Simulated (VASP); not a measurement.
Calculation: optB88-vdW, VASP's PBE PAW potentials (set 64) (plane waves; VASP 6.6.1).

The input files of a VASP run:

**INCAR**
```
SYSTEM = Os
PREC = Accurate
ENCUT = 520
EDIFF = 1E-6
NELM = 100
ALGO = Normal
LREAL = .FALSE.
LASPH = .TRUE.
ISMEAR = 1
SIGMA = 0.1
GGA = BO
PARAM1 = 0.1833333333
PARAM2 = 0.22
LUSE_VDW = .TRUE.
AGGAC = 0.0
LMAXMIX = 6
LWAVE = .FALSE.
LCHARG = .FALSE.
IBRION = 2
ISIF = 3
NSW = 60
EDIFFG = -0.01
```

KPOINTS:
```
Automatic mesh
0
Gamma
14 14 8
0 0 0
```

### POSCAR
```
Os
1
    1.3650000000    -2.3642490000     0.0000000000
    1.3650000000     2.3642490000     0.0000000000
    0.0000000000     0.0000000000     4.3200000000
Os
2
Direct
  0.3333330000   0.6666670000   0.2500000000
  0.6666670000   0.3333330000   0.7500000000
```

POTCAR, in this order: Os (PBE.64 set). Program: vasp_std.

The run wrote:

**OSZICAR**
```
       N       E                     dE             d eps       ncg     rms          rms(c)
DAV:   1     0.112484316781E+03    0.11248E+03   -0.76726E+03  2880   0.128E+03
DAV:   2    -0.109333052091E+02   -0.12342E+03   -0.11157E+03  3032   0.403E+02
DAV:   3    -0.181332723962E+02   -0.72000E+01   -0.66358E+01  3500   0.799E+01
DAV:   4    -0.183158697343E+02   -0.18260E+00   -0.18096E+00  3024   0.133E+01
DAV:   5    -0.183179230969E+02   -0.20534E-02   -0.20518E-02  3408   0.117E+00    0.229E+01
DAV:   6    -0.173504045268E+02    0.96752E+00   -0.10232E+00  3124   0.961E+00    0.106E+01
DAV:   7    -0.170657746510E+02    0.28463E+00   -0.71032E-01  3300   0.778E+00    0.630E-01
DAV:   8    -0.170606559742E+02    0.51187E-02   -0.64518E-03  2948   0.669E-01    0.380E-01
DAV:   9    -0.170581417280E+02    0.25142E-02   -0.23488E-03  3052   0.556E-01    0.639E-02
DAV:  10    -0.170581793245E+02   -0.37596E-04   -0.74442E-05  3308   0.856E-02    0.891E-03
DAV:  11    -0.170581533014E+02    0.26023E-04   -0.72457E-06  2964   0.344E-02    0.264E-03
DAV:  12    -0.170581526032E+02    0.69817E-06   -0.14498E-07  1500   0.336E-03
   1 F= -.17058153E+02 E0= -.17057802E+02  d E =-.170582E+02
       N       E                     dE             d eps       ncg     rms          rms(c)
DAV:   1    -0.184197850957E+02   -0.13616E+01   -0.48333E+01  2880   0.575E+01    0.128E+01
DAV:   2    -0.167139156984E+02    0.17059E+01   -0.24594E+00  2992   0.157E+01    0.578E+00
DAV:   3    -0.164829666286E+02    0.23095E+00   -0.10455E+00  3932   0.963E+00    0.811E-01
DAV:   4    -0.164892834677E+02   -0.63168E-02   -0.30948E-02  2940   0.135E+00    0.539E-01
DAV:   5    -0.164908599315E+02   -0.15765E-02   -0.19399E-03  3368   0.389E-01    0.829E-02
DAV:   6    -0.164908979737E+02   -0.38042E-04   -0.49716E-04  3252   0.223E-01    0.391E-02
DAV:   7    -0.164908961984E+02    0.17754E-05   -0.38277E-05  3028   0.471E-02    0.766E-03
DAV:   8    -0.164908958585E+02    0.33985E-06   -0.96761E-07  1620   0.102E-02
   2 F= -.16490896E+02 E0= -.16490310E+02  d E =0.567257E+00
       N       E                     dE             d eps       ncg     rms          rms(c)
DAV:   1    -0.182929646299E+02   -0.18021E+01   -0.32215E+01  2880   0.500E+01    0.131E+01
DAV:   2    -0.172881865620E+02    0.10048E+01   -0.13433E+00  2948   0.129E+01    0.448E+00
DAV:   3    -0.170896348034E+02    0.19855E+00   -0.64222E-01  3768   0.808E+00    0.989E-01
DAV:   4    -0.170982260998E+02   -0.85913E-02   -0.13458E-02  2900   0.806E-01    0.183E-01
DAV:   5    -0.170981341803E+02    0.91920E-04   -0.40218E-03  3892   0.660E-01    0.421E-02
DAV:   6    -0.170981478230E+02   -0.13643E-04   -0.94465E-05  2896   0.105E-01    0.407E-02
DAV:   7    -0.170981473428E+02    0.48027E-06   -0.12844E-05  3088   0.276E-02    0.311E-03
DAV:   8    -0.170981475463E+02   -0.20358E-06   -0.18032E-07  1512   0.607E-03
   3 F= -.17098148E+02 E0= -.17097752E+02  d E =-.399949E-01
       N       E                     dE             d eps       ncg     rms          rms(c)
DAV:   1    -0.170985931486E+02   -0.44581E-03   -0.73452E-03  2880   0.730E-01    0.201E-01
DAV:   2    -0.170983748923E+02    0.21826E-03   -0.26543E-04  2944   0.170E-01    0.845E-02
DAV:   3    -0.170983332178E+02    0.41675E-04   -0.16195E-04  3688   0.128E-01    0.117E-02
DAV:   4    -0.170983342123E+02   -0.99452E-06   -0.26021E-06  2524   0.127E-02
   4 F= -.17098334E+02 E0= -.17097942E+02  d E =-.401816E-01
       N       E                     dE             d eps       ncg     rms          rms(c)
DAV:   1    -0.170983487780E+02   -0.15560E-04   -0.68574E-04  2880   0.224E-01    0.610E-02
DAV:   2    -0.170983288044E+02    0.19974E-04   -0.25197E-05  2980   0.527E-02    0.254E-02
DAV:   3    -0.170983255703E+02    0.32341E-05   -0.15226E-05  3684   0.396E-02    0.380E-03
DAV:   4    -0.170983256891E+02   -0.11873E-06   -0.22946E-07  1448   0.385E-03
   5 F= -.17098326E+02 E0= -.17097934E+02  d E =-.401731E-01
       N       E                     dE             d eps       ncg     rms          rms(c)
DAV:   1    -0.171001097664E+02   -0.17842E-02   -0.14920E-01  2932   0.341E+00    0.204E-01
DAV:   2    -0.170987636597E+02    0.13461E-02   -0.15637E-03  3496   0.529E-01    0.103E-01
DAV:   3    -0.170983473536E+02    0.41631E-03   -0.73748E-04  3216   0.233E-01    0.200E-02
DAV:   4    -0.170983483246E+02   -0.97106E-06   -0.48555E-05  2956   0.929E-02    0.104E-02
DAV:   5    -0.170983474905E+02    0.83408E-06   -0.85912E-07  1784   0.102E-02
   6 F= -.17098347E+02 E0= -.17097957E+02  d E =-.218015E-04
       N       E                     dE             d eps       ncg     rms          rms(c)
DAV:   1    -0.170991288541E+02   -0.78053E-03   -0.35874E-02  2924   0.167E+00    0.101E-01
DAV:   2    -0.170987998160E+02    0.32904E-03   -0.37788E-04  3504   0.260E-01    0.505E-02
DAV:   3    -0.170986990637E+02    0.10075E-03   -0.17636E-04  3196   0.114E-01    0.984E-03
DAV:   4    -0.170986992065E+02   -0.14277E-06   -0.11648E-05  2920   0.454E-02    0.504E-03
DAV:   5    -0.170986989195E+02    0.28695E-06   -0.19607E-07  1476   0.497E-03
   7 F= -.17098699E+02 E0= -.17098314E+02  d E =-.373230E-03
       N       E                     dE             d eps       ncg     rms          rms(c)
DAV:   1    -0.170988933155E+02   -0.19411E-03   -0.77908E-03  2880   0.751E-01    0.207E-01
DAV:   2    -0.170986554568E+02    0.23786E-03   -0.28050E-04  2944   0.174E-01    0.871E-02
DAV:   3    -0.170986060246E+02    0.49432E-04   -0.17138E-04  3712   0.132E-01    0.118E-02
DAV:   4    -0.170986070247E+02   -0.10001E-05   -0.28242E-06  2608   0.132E-02    0.280E-03
DAV:   5    -0.170986072540E+02   -0.22935E-06   -0.50026E-07  1452   0.762E-03
   8 F= -.17098607E+02 E0= -.17098219E+02  d E =0.916655E-04
       N       E                     dE             d eps       ncg     rms          rms(c)
DAV:   1    -0.170988690165E+02   -0.26199E-03   -0.45800E-03  2880   0.576E-01    0.159E-01
DAV:   2    -0.170987335948E+02    0.13542E-03   -0.16540E-04  2948   0.134E-01    0.669E-02
DAV:   3    -0.170987079713E+02    0.25623E-04   -0.10087E-04  3668   0.101E-01    0.916E-03
DAV:   4    -0.170987085747E+02   -0.60339E-06   -0.15633E-06  1892   0.101E-02
   9 F= -.17098709E+02 E0= -.17098323E+02  d E =-.965519E-05
```

### OUTCAR
```
------------------------ aborting loop because EDIFF is reached ----------------------------------------
  FORCE on cell =-STRESS in cart. coord.  units (eV):
  Direction    XX          YY          ZZ          XY          YZ          ZX
  --------------------------------------------------------------------------------------
  Total        0.0021211      0.0021211      0.0031359      0.0000000     -0.0000000      0.0000000
  in kB        0.1179178      0.1179178      0.1743313      0.0000000     -0.0000000      0.0000000
  external PRESSURE =       0.1367223 kB  Pullay stress =       0.0000000 kB
  volume of cell :       28.82
      direct lattice vectors                 reciprocal lattice vectors
     1.382369520 -2.394333878 -0.000000000     0.361697790 -0.208826348 -0.000000000
     1.382369520  2.394333878 -0.000000000     0.361697790  0.208826348 -0.000000000
     0.000000000  0.000000000  4.353689958     0.000000000  0.000000000  0.229690219
 POSITION                                       TOTAL-FORCE (eV/Angst)
 -----------------------------------------------------------------------------------
      1.38237      0.79811      1.08842         0.000000      0.000000      0.000000
      1.38237     -0.79811      3.26527        -0.000000     -0.000000      0.000000
 -----------------------------------------------------------------------------------
    total drift:                               -0.000000      0.000027     -0.000020
  FREE ENERGIE OF THE ION-ELECTRON SYSTEM (eV)
  ---------------------------------------------------
  free  energy   TOTEN  =       -17.0987085747 eV

  energy  without entropy=      -17.0975521688  energy(sigma->0) =      -17.09832311

 reached required accuracy - stopping structural energy minimisation
```
(Selected blocks of OUTCAR.)

**CONTCAR**
```
Os
   1.00000000000000
     1.3823695203391566   -2.3943338782432462   -0.0000000000000000
     1.3823695203391566    2.3943338782432462   -0.0000000000000000
     0.0000000000000000    0.0000000000000000    4.3536899578949289
  Os
     2
Direct
     0.3333330000000032    0.6666669999999968    0.2500000000000000
     0.6666669999999968    0.3333330000000032    0.7500000000000000
```

Energy and stress use the plane-wave basis of the starting cell.

The compound is Os in the hcp structure. This run relaxes it. Symmetry was kept, so distortions that lower it aren't found.
